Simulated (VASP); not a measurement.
Level of theory: PBE GGA, VASP's PBE PAW potentials (set 64) (plane waves; VASP).

VASP input:

**KPOINTS**
```
Automatic mesh
0
G
 13 13 9
0 0 0
```

### POSCAR
```
Te
11.9131960
  0.1903065594  -0.3296206033   0.0000000000
  0.1903065594   0.3296206033   0.0000000000
  0.0000000000   0.0000000000   0.5000000194
Te
3
Direct
  1.0000000000   0.2663042015   0.6666670000
  0.7336957985   0.7336957985   0.0000000000
  0.2663042015   1.0000000000   0.3333330000
```

**INCAR**
```
SYSTEM = Te
PREC = Accurate; ENCUT = 400; LREAL = .FALSE.
LASPH = .TRUE.; NBANDS = 39
EDIFF = 1E-7; NELM = 100; ALGO = Normal
LMAXMIX = 4
ISMEAR = 0; SIGMA = 0.01
GGA = PE
LWAVE = .FALSE.; LCHARG = .FALSE.; NEDOS = 1001
LOPTICS = .TRUE.; CSHIFT = 0.1
```

POTCAR, in this order: Te (PBE.64 set). Program: vasp_std.

The dielectric response may not be converged in the k-mesh; for small gaps it tends to come out too large.

Q: Predict the energy per atom (σ→0).

A: 
| Property | Value |
|---|---|
| energy per atom (σ→0) | -3.144 eV/atom |

### OSZICAR
```
...
DAV:   8    -0.943133807090E+01    0.71528E-03   -0.37796E-03 14731   0.186E-01    0.127E-01
DAV:   9    -0.943136390967E+01   -0.25839E-04   -0.13515E-04 15809   0.327E-02    0.875E-02
DAV:  10    -0.943139121625E+01   -0.27307E-04   -0.24801E-05 14801   0.148E-02    0.138E-02
DAV:  11    -0.943139051710E+01    0.69915E-06   -0.19694E-06 16096   0.434E-03    0.475E-03
DAV:  12    -0.943139076018E+01   -0.24308E-06   -0.52046E-07 14746   0.195E-03    0.220E-03
DAV:  13    -0.943139066475E+01    0.95434E-07   -0.66931E-08 15235   0.714E-04
   1 F= -.94313907E+01 E0= -.94313907E+01  d E =-.312955E-19
 imaginary and real dielectric function
```

The compound is Te in the trig structure. It was relaxed first.
